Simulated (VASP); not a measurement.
```yaml
crystal:
  lattice:
    - [5.19449, 0.00000, 0.00000]
    - [0.00000, 5.19449, 0.00000]
    - [0.00000, 0.00000, 5.19449]
  atoms:
    - { symbol: Sr, position: [0.00000, 0.50000, 0.50000] }
    - { symbol: Sr, position: [0.50000, 0.00000, 0.50000] }
    - { symbol: Sr, position: [0.50000, 0.50000, 0.00000] }
    - { symbol: Sb, position: [0.00000, 0.00000, 0.00000] }
    - { symbol: N, position: [0.50000, 0.50000, 0.50000] }
```

Computed with r2SCAN meta-GGA, VASP's PBE PAW potentials (set 64) (plane waves; VASP 6.6.1). Settings: 520 eV cut-off, 5×5×5 Γ-centred mesh, tetrahedra with Blöchl corrections, potentials Sr_sv Sb N.

Unless said otherwise, spin-orbit coupling is left out, though it shifts the bands of the heavy elements here.

Task: Give the energies of bands 15 to 23 at the high-symmetry points, in eV from the valence-band maximum.

Result: 
| band | Γ | X | M | R |
|---|---|---|---|---|
| 15 | -1.07 | -3.00 | -2.77 | -2.33 |
| 16 | -1.07 | -1.71 | -2.77 | -2.33 |
| 17 | -1.07 | -1.40 | -1.67 | -2.33 |
| 18 | 0.00 | -1.40 | -1.53 | -1.73 |
| 19 | 0.00 | -0.57 | -1.53 | -1.73 |
| 20 | 0.00 | -0.57 | -0.84 | -1.73 |
| 21 | 0.54 | 1.75 | 2.54 | 2.23 |
| 22 | 0.54 | 2.35 | 3.27 | 2.23 |
| 23 | 1.66 | 2.50 | 3.28 | 2.23 |

The gap is direct, 0.54 eV, from the valence maximum at Γ to the conduction minimum at Γ.

The structure comes from a computed database's Sr3SbN entry (Pm-3m); how it stands against other phases isn't given here. It was relaxed first.
